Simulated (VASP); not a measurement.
Data:

```
CuF
1.0
    2.53345     0.00000     0.00000
    0.00000     2.53345     0.00000
    0.00000     0.00000     2.53345
Cu F
1 1
Direct
  0.00000   0.00000   0.00000
  0.50000   0.50000   0.50000
```

The numbers are results of PBEsol GGA, VASP's PBE PAW potentials (set 64) (plane waves; VASP 6.6.1), not measurements. Numerical set-up: 620 eV cut-off, 14×14×14 Γ-centred mesh, first-order Methfessel-Paxton smearing of 0.10 eV, potentials Cu F.

**Question.** What does the run give for the energy per atom (σ→0), pressure, band gap (on the k-mesh) with the smallest direct gap where there is one?

**Answer.** 
```
Quantity                                                     Value
------------------------  ----------------------------------------
band gap (on the k-mesh)  none (metal, semimetal or under 0.01 eV)
energy per atom (σ→0)                               -3.592 eV/atom
pressure                                                 44.85 GPa
```

Only differences to runs with the same potentials and settings are physical.

The structure was generated: CuF was put into the CsCl type type (Pm-3m), which need not be its known phase. It was relaxed first under an external pressure of 45 GPa.
